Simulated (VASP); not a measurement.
# Si2Ni (Fm-3m) in VASP: a series of runs, part 2 of 2

VASP 6.6.1.

**4. Single point, PBEsol, collinear spin, ferromagnetic start**

File INCAR:

```
  PREC = Accurate
  ENCUT = 520
  EDIFF = 1E-6
  ISMEAR = 0
  SIGMA = 0.5
  LREAL = F
  LASPH = T
  NELM = 120
  ALGO = Normal
  ISIF = 2
  LWAVE = F
  LCHARG = F
  ISPIN = 2
  MAGMOM = 0 0 1
  LORBIT = 11
  LMAXMIX = 4
  GGA = PS
```

File KPOINTS:

```
Automatic mesh
0
Gamma
  14 14 14
```

File POSCAR:

```
Si2Ni
1.0
    0.0000000000      2.6962300000      2.6962300000
    2.6962300000      0.0000000000      2.6962300000
    2.6962300000      2.6962300000      0.0000000000
Si Ni
2 1
Direct
    0.2500000000      0.2500000000      0.2500000000
    0.7500000000      0.7500000000      0.7500000000
    0.0000000000      0.0000000000      0.0000000000
```

Potentials or basis: VASP PAW PBE potentials, release 64 (Si, Ni).

Command:

```
$ cat potpaw_PBE.64/Si/POTCAR potpaw_PBE.64/Ni/POTCAR > POTCAR
$ mpirun -np 1 vasp_std > vasp.out
```

OUTCAR:

```text
PREC = Accurate
   ENCUT = 520
   EDIFF = 1E-6
   ISMEAR = 0
   LREAL = F
   LASPH = T
   NELM = 120
   ISIF = 2
   ISPIN = 2
   LORBIT = 11
   GGA = PS

 ion  position               nearest neighbor table
   1  0.250  0.250  0.250-   3 2.34   3 2.34   3 2.34   3 2.34   2 2.70   2 2.70   2 2.70   2 2.70
                             2 2.70   2 2.70
   2  0.750  0.750  0.750-   3 2.34   3 2.34   3 2.34   3 2.34   1 2.70   1 2.70   1 2.70   1 2.70
                             1 2.70   1 2.70
   3  0.000  0.000  0.000-   2 2.34   2 2.34   2 2.34   1 2.34   2 2.34   1 2.34   1 2.34   1 2.34

  LATTYP: Found a face centered cubic cell.
 ALAT       =     5.3924600000

  Lattice vectors:

 A1 = (   0.0000000000,   2.6962300000,   2.6962300000)
 A2 = (   2.6962300000,   0.0000000000,   2.6962300000)
 A3 = (   2.6962300000,   2.6962300000,   0.0000000000)

Analysis of symmetry for initial positions (statically):
=====================================================================
 Subroutine PRICEL returns:
 Original cell was already a primitive cell.

 Routine SETGRP: Setting up the symmetry group for a
 face centered cubic supercell.

 Subroutine GETGRP returns: Found 48 space group operations
 (whereof 48 operations were pure point group operations)
 out of a pool of 48 trial point group operations.

The static configuration has the point symmetry O_h .

Analysis of symmetry for dynamics (positions and initial velocities):
=====================================================================
 Subroutine PRICEL returns:
 Original cell was already a primitive cell.

 Routine SETGRP: Setting up the symmetry group for a
 face centered cubic supercell.

 Subroutine GETGRP returns: Found 48 space group operations
 (whereof 48 operations were pure point group operations)
 out of a pool of 48 trial point group operations.

The dynamic configuration has the point symmetry O_h .

Analysis of structural, dynamic, and magnetic symmetry:
=====================================================================
 Subroutine PRICEL returns:
[... 566 lines left out ...]
      3       5.3658      1.00000
      4       5.4070      1.00000
      5       6.3699      1.00000
      6       7.0351      1.00000
      7       7.9989      1.00000
      8       9.1305      0.99989
      9       9.7073      0.98017
     10      10.8838      0.10195
     11      13.4193      0.00000
     12      14.0814      0.00000
     13      14.5870      0.00000
     14      15.3077      0.00000

 [... further k-points ...]

 spin component 2

 k-point     1 :       0.0000    0.0000    0.0000
  band No.  band energies     occupation
      1      -3.4529      1.00000
      2       5.2017      1.00000
      3       5.2017      1.00000
      4       5.2017      1.00000
      5       6.9034      1.00000
      6       6.9034      1.00000
      7      10.2629      0.68642
      8      12.1926      0.00000
      9      12.1926      0.00000
     10      12.1926      0.00000
     11      12.7122      0.00000
     12      12.7122      0.00000
     13      12.7122      0.00000
     14      15.1993      0.00000
[... 379 lines left out ...]
      3       5.3658      1.00000
      4       5.4070      1.00000
      5       6.3701      1.00000
      6       7.0354      1.00000
      7       7.9989      1.00000
      8       9.1305      0.99989
      9       9.7073      0.98016
     10      10.8838      0.10196
     11      13.4193      0.00000
     12      14.0813      0.00000
     13      14.5870      0.00000
     14      15.3076      0.00000

 [... further k-points ...]
[... 5 lines left out ...]
  --------------------------------------------------------------------------------------
  -------------------------------------------------------------------------------------
  Total        0.0478357      0.0478357      0.0478357     -0.0000000     -0.0000000      0.0000000
  in kB        1.9550700      1.9550700      1.9550700     -0.0000000     -0.0000000      0.0000000
  external PRESSURE =       1.9550700 kB  Pullay stress =       0.0000000 kB

 VOLUME and BASIS-vectors are now :
 -----------------------------------------------------------------------------
  energy-cutoff  :      520.00
  volume of cell :       39.20
      direct lattice vectors                 reciprocal lattice vectors
     0.000000000  2.696230000  2.696230000    -0.185444120  0.185444120  0.185444120
     2.696230000  0.000000000  2.696230000     0.185444120 -0.185444120  0.185444120
     2.696230000  2.696230000  0.000000000     0.185444120  0.185444120 -0.185444120

 POSITION                                       TOTAL-FORCE (eV/Angst)
 -----------------------------------------------------------------------------------
      1.34811      1.34811      1.34811         0.000000     -0.000000     -0.000000
      4.04434      4.04434      4.04434        -0.000000     -0.000000      0.000000
      0.00000      0.00000      0.00000         0.000000      0.000000      0.000000
 -----------------------------------------------------------------------------------
    total drift:                               -0.000000     -0.000000      0.000000

  FREE ENERGIE OF THE ION-ELECTRON SYSTEM (eV)
  ---------------------------------------------------
  free  energy   TOTEN  =       -19.0356908268 eV

  energy  without entropy=      -18.9282412601  energy(sigma->0) =      -18.98196604

 total charge

# of ion       s       p       d       tot
------------------------------------------
    1        0.740   0.848   0.000   1.587
    2        0.740   0.848   0.000   1.587
    3        0.569   0.815   8.462   9.846
--------------------------------------------------
tot          2.048   2.510   8.462  13.020

 magnetization (x)

# of ion       s       p       d       tot
------------------------------------------
    1       -0.000  -0.000   0.000  -0.000
    2       -0.000  -0.000   0.000  -0.000
    3       -0.000   0.000   0.000   0.000
--------------------------------------------------
tot         -0.000  -0.000   0.000   0.000
```

stdout:

```text
POSCAR found type information on POSCAR SiNi
 POSCAR found :  2 types and       3 ions
 scaLAPACK will be used
 -----------------------------------------------------------------------------
|                                                                             |
|                                                                             |
|     You enforced a specific xc type in the INCAR file but a different       |
|     I HOPE YOU KNOW WHAT YOU ARE DOING!                                     |
|                                                                             |
 -----------------------------------------------------------------------------

 LDA part: xc-table for (Slater+PW92), standard interpolation
 POSCAR, INCAR and KPOINTS ok, starting setup
 FFT: planning ... GRIDC
 FFT: planning ... GRID_SOFT
 FFT: planning ... GRID
 WAVECAR not read
 entering main loop
```

It took 62 s on 1 thread of AMD EPYC 9R45 (Zen 5), shared host; peak memory 0.2 GiB.

Results:

| Quantity | Value |
| --- | --- |
| Free energy | -19.0357 eV |
| Pressure | 0.2 GPa |
| Band gap on the k mesh | none (metal or under the smearing width) |
| Net moment | 0.00 μB per cell |
| Valence electrons inside the program's atomic spheres | Si 1.59; Ni 9.85 |

Caveat: the PAW data sets were made with another functional, which shifts forces and pressure a little.

**5. Single point, PBEsol, collinear spin, ferromagnetic start**

Edit INCAR of step 4 so:

```diff
@@ -1,6 +1,6 @@
   PREC = Accurate
-  ENCUT = 520
+  ENCUT = 900
   EDIFF = 1E-6
   ISMEAR = 0
-  SIGMA = 0.5
+  SIGMA = 0.1
   LREAL = F
```

KPOINTS is that of step 4.

POSCAR is that of step 4.

Command:

```
$ cat potpaw_PBE.64/Si/POTCAR potpaw_PBE.64/Ni/POTCAR > POTCAR
$ mpirun -np 1 vasp_std > vasp.out
```

It took 2.8 min on 1 thread of AMD EPYC 9R45 (Zen 5), shared host; peak memory 0.4 GiB.

Results (log left out):

```
Free energy                                           : -18.9837 eV
Pressure                                              : 0.2 GPa
Band gap on the k mesh                                : none (metal or under the smearing width)
Net moment                                            : 0.00 μB per cell
Valence electrons inside the program's atomic spheres : Si 1.59; Ni 9.85
```

Levels at points of the mesh, in eV from the Fermi level:
Spin up:
```csv
k point,band 7,band 8,band 9,band 10,band 11,band 12
"(0.00, 0.00, 0.00)",-0.26,1.68,1.68,1.68,2.20,2.20
"(0.50, 0.00, 0.00)",-3.42,-1.51,-1.51,1.71,1.77,1.77
"(0.50, 0.50, 0.00)",-3.71,-3.54,-3.19,-0.45,1.29,7.71
```
Spin down:
```tsv
k point	band 5	band 6	band 7	band 8	band 9	band 10	band 11	band 12	band 13	band 14
(0.00, 0.00, 0.00)	-3.60	-3.60	-0.26	1.68	1.68	1.68	2.20	2.20	2.20	4.68
(0.50, 0.00, 0.00)	-3.82	-3.42	-3.42	-1.51	-1.51	1.71	1.77	1.77	2.61	9.16
(0.50, 0.50, 0.00)	-4.61	-3.71	-3.71	-3.54	-3.19	-0.45	1.29	7.71	8.33	8.33
```

Caveat: the PAW data sets were made with another functional, which shifts forces and pressure a little.

**6. Single point, r2SCAN, collinear spin, ferromagnetic start**

Edit INCAR of step 5 so:

```diff
@@ -1,3 +1,3 @@
   PREC = Accurate
-  ENCUT = 900
+  ENCUT = 520
   EDIFF = 1E-6
@@ -16,2 +16,3 @@
   LMAXMIX = 4
-  GGA = PS
+  METAGGA = R2SCAN
+  LMIXTAU = T
```

KPOINTS is that of step 5.

POSCAR is that of step 5.

Potentials or basis: VASP PAW PBE potentials, release 64 (Si, Ni).

Command:

```
$ cat potpaw_PBE.64/Si/POTCAR potpaw_PBE.64/Ni/POTCAR > POTCAR
$ mpirun -np 1 vasp_std > vasp.out
```

It took 4.7 min on 1 thread of AMD EPYC 9R45 (Zen 5), shared host; peak memory 0.22 GiB.

The run converged. Its results:

```yaml
Free_energy: -30.5350 eV
Pressure: -0.9 GPa
Band_gap_on_the_k_mesh: none (metal or under the smearing width)
Net_moment: 0.00 μB per cell
Valence_electrons_inside_the_program's_atomic_spheres: Si 1.59; Ni 9.89
```

Levels at points of the mesh, in eV from the Fermi level:
Spin up:
```
           k point  band 5  band 6  band 7  band 8  band 9  band 10  band 11  band 12  band 13  band 14
(0.00, 0.00, 0.00)   -3.85   -3.85    0.05    1.68    1.68     1.68     2.24     2.24     2.24     5.05
(0.50, 0.00, 0.00)   -3.99   -3.62   -3.62   -1.71   -1.71     1.80     1.80     2.09     2.86     9.65
(0.50, 0.50, 0.00)   -4.97   -3.87   -3.87   -3.76   -3.42    -0.43     1.46     7.98     8.87     8.87
```
Spin down:
| k point | band 7 | band 8 | band 9 | band 10 | band 11 | band 12 |
| --- | --- | --- | --- | --- | --- | --- |
| (0.00, 0.00, 0.00) | 0.05 | 1.68 | 1.68 | 1.68 | 2.24 | 2.24 |
| (0.50, 0.00, 0.00) | -3.62 | -1.71 | -1.71 | 1.80 | 1.80 | 2.09 |
| (0.50, 0.50, 0.00) | -3.87 | -3.76 | -3.42 | -0.43 | 1.46 | 7.98 |

Caveat: the PAW data sets were made with another functional, which shifts forces and pressure a little.

**7. Overview**

| level | k mesh | cutoff (eV) | smearing | gap on the mesh (eV) | pressure (GPa) | moment (μB) |
| --- | --- | --- | --- | --- | --- | --- |
| PBEsol | 14 × 14 × 14 | 700 | gaussian 0.1 eV | none | 0.2 | 0.00 |
| PBEsol | 20 × 20 × 20 | 520 | gaussian 0.1 eV | none | 0.1 | 0.00 |
| PBEsol | 14 × 14 × 14 | 520 | gaussian 0.5 eV | none | 0.2 | 0.00 |
| PBEsol | 14 × 14 × 14 | 900 | gaussian 0.1 eV | none | 0.2 | 0.00 |
| r2SCAN | 14 × 14 × 14 | 520 | gaussian 0.1 eV | none | -0.9 | 0.00 |

Alike in all rows: task single point; potentials or basis VASP PAW PBE potentials, release 64 (Si, Ni); spin collinear, ferromagnetic start; cell as given.

Every run on the cell as given and a fine mesh finds a metal. The pressure there spans -0.9 GPa (r2SCAN) to 0.2 GPa (PBEsol); a positive pressure means that this level wants a larger cell, a negative one a smaller.

Caveats: the PAW data sets were made with another functional, which shifts forces and pressure a little.

Total energies depend on the potentials used, so only differences within one code and one set of settings carry meaning.
